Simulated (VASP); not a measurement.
Level of theory: PBE GGA, VASP's PBE PAW potentials (set 64) (plane waves; VASP).

VASP ran on this input.

### INCAR
```
SYSTEM = MnAg3
PREC = Accurate; ENCUT = 300; LREAL = .False.
LASPH = .True.
EDIFF = 1E-6; NELM = 100; ALGO = Normal
LMAXMIX = 4
ISMEAR = -1; SIGMA = 0.1
GGA = PE
MAGMOM = 4.0 0.0 0.0 0.0
ISPIN = 2
ISIF = 2
LWAVE = .False.; LCHARG = .False.; LORBIT = 11
```

KPOINTS:
```
Automatic mesh
0
Gamma
5 5 5
0 0 0
```

**POSCAR**
```
MnAg3
3.4057150
  0.0000000000   1.0000000000   1.0000000000
  1.0000000000   0.0000000000   1.0000000000
  1.0000000000   1.0000000000   0.0000000000
Mn Ag
1 3
direct
  0.0000000000   0.0000000000   0.0000000000
  0.5000000000   0.5000000000   0.5000000000
  0.2500000000   0.2500000000   0.2500000000
  0.7500000000   0.7500000000   0.7500000000
```

POTCAR, in this order: Mn_pv Ag (PBE.64 set). Program: vasp_std.

Output

**OSZICAR**
```
       N       E                     dE             d eps       ncg     rms          rms(c)
DAV:   1     0.251792506184E+03    0.25179E+03   -0.18457E+04  1312   0.110E+03
DAV:   2    -0.923576378363E+01   -0.26103E+03   -0.24781E+03  1213   0.308E+02
DAV:   3    -0.175621815613E+02   -0.83264E+01   -0.80944E+01  1278   0.623E+01
DAV:   4    -0.176490123158E+02   -0.86831E-01   -0.86744E-01  1245   0.620E+00
DAV:   5    -0.176503286445E+02   -0.13163E-02   -0.13163E-02  1271   0.794E-01    0.106E+01
DAV:   6    -0.171420128864E+02    0.50832E+00   -0.14267E+01  1263   0.328E+01    0.146E+01
DAV:   7    -0.162543798403E+02    0.88763E+00   -0.48955E+00  1289   0.386E+01    0.687E+00
DAV:   8    -0.162557034296E+02   -0.13236E-02   -0.34900E-01  1203   0.518E+00    0.336E+00
DAV:   9    -0.162258704101E+02    0.29833E-01   -0.79436E-02  1326   0.308E+00    0.168E+00
DAV:  10    -0.162236675071E+02    0.22029E-02   -0.18950E-02  1367   0.114E+00    0.489E-01
DAV:  11    -0.162231208186E+02    0.54669E-03   -0.41382E-03  1234   0.781E-01    0.182E-01
DAV:  12    -0.162230753990E+02    0.45420E-04   -0.51326E-04  1337   0.229E-01    0.721E-02
DAV:  13    -0.162230566435E+02    0.18755E-04   -0.26658E-04  1348   0.189E-01    0.552E-02
DAV:  14    -0.162230729024E+02   -0.16259E-04   -0.66590E-05  1195   0.960E-02    0.121E-02
DAV:  15    -0.162230734850E+02   -0.58263E-06   -0.19520E-06   953   0.127E-02
   1 F= -.16223073E+02 E0= -.16195602E+02  d E =-.549437E-01  mag=     4.4340
```

OUTCAR:
```
------------------------ aborting loop because EDIFF is reached ----------------------------------------
  FORCE on cell =-STRESS in cart. coord.  units (eV):
  Direction    XX          YY          ZZ          XY          YZ          ZX
  --------------------------------------------------------------------------------------
  Total       -4.0444632     -4.0444632     -4.0444632      0.0000000      0.0000000      0.0000000
  in kB      -82.0193972    -82.0193972    -82.0193972      0.0000000      0.0000000      0.0000000
  external PRESSURE =     -82.0193972 kB  Pullay stress =       0.0000000 kB
  volume of cell :       79.01
      direct lattice vectors                 reciprocal lattice vectors
     0.000000000  3.405715000  3.405715000    -0.146812050  0.146812050  0.146812050
     3.405715000  0.000000000  3.405715000     0.146812050 -0.146812050  0.146812050
     3.405715000  3.405715000  0.000000000     0.146812050  0.146812050 -0.146812050
 POSITION                                       TOTAL-FORCE (eV/Angst)
 -----------------------------------------------------------------------------------
      0.00000      0.00000      0.00000         0.000000     -0.000000      0.000000
      3.40571      3.40571      3.40571         0.000000     -0.000000      0.000000
      1.70286      1.70286      1.70286        -0.000000     -0.000000     -0.000000
      5.10857      5.10857      5.10857         0.000000      0.000000      0.000000
 -----------------------------------------------------------------------------------
    total drift:                                0.000000      0.000000      0.000000
  FREE ENERGIE OF THE ION-ELECTRON SYSTEM (eV)
  ---------------------------------------------------
  free  energy   TOTEN  =       -16.2230734850 eV

  energy  without entropy=      -16.1681297731  energy(sigma->0) =      -16.19560163

 total charge

# of ion       s       p       d       tot
------------------------------------------
    1        0.262   6.130   4.863  11.254
    2        0.395   0.242   9.130   9.768
    3        0.424   0.242   9.114   9.780
    4        0.424   0.242   9.114   9.780
--------------------------------------------------
tot          1.506   6.856  32.221  40.582

 magnetization (x)

# of ion       s       p       d       tot
------------------------------------------
    1        0.053   0.026   4.107   4.185
    2       -0.014  -0.013   0.023  -0.004
    3       -0.028  -0.003   0.044   0.013
    4       -0.028  -0.003   0.044   0.013
--------------------------------------------------
tot         -0.019   0.008   4.219   4.208
```
(Selected blocks of OUTCAR.)

OUTCAR:
```
 val. band max:        6.2812270567   @ k =  -0.4000   0.4000   0.2000

 cond. band min:       6.4310034128   @ k =   0.4000   0.4000   0.0000


 Fermi energy:         6.3741446636

 spin component 1

 k-point     1 :       0.0000    0.0000    0.0000
  band No.  band energies     occupation
      1     -44.2587      1.00000
      2     -44.2587      1.00000
      3     -44.2587      1.00000
      4      -0.6608      1.00000
      5       0.9001      1.00000
      6       0.9001      1.00000
      7       1.4638      1.00000
      8       1.4638      1.00000
      9       1.4638      1.00000
     10       1.7358      1.00000
     11       1.7358      1.00000
     12       1.7358      1.00000
     13       2.3734      1.00000
     14       2.3734      1.00000
     15       2.3734      1.00000
     16       2.8502      1.00000
     17       2.8502      1.00000
     18       2.8735      1.00000
     19       2.8735      1.00000
     20       3.7598      1.00000
     21       3.7598      1.00000
     22       3.8262      1.00000
     23       3.8262      1.00000
     24       3.8262      1.00000
     25      10.8629      0.00000
     26      11.0934      0.00000
     27      11.4525      0.00000
     28      11.4525      0.00000
     29      11.4525      0.00000

 k-point     2 :       0.2000    0.0000    0.0000
  band No.  band energies     occupation
      1     -44.2585      1.00000
      2     -44.2584      1.00000
      3     -44.2583      1.00000
      4      -0.2370      1.00000
      5       1.0488      1.00000
      6       1.0488      1.00000
      7       1.2571      1.00000
      8       1.4343      1.00000
      9       1.4343      1.00000
     10       1.7733      1.00000
     11       1.7733      1.00000
     12       1.9901      1.00000
     13       2.2732      1.00000
     14       2.2732      1.00000
     15       2.3622      1.00000
     16       2.8384      1.00000
     17       2.8384      1.00000
...
```

At this cut-off the stress carries a Pulay error, which pulls relaxed volumes low. The moments were started parallel, and other spin orders were not tried in this run.

The structure was generated: MnAg3 was put into an ordered model structure, which need not be its known phase. The cell was not relaxed at this level, and its volume differs by -5.9 % from the start's. The k-mesh is coarse (spacing up to 0.32 per Å, 2π included), so the numbers may not be converged in it.
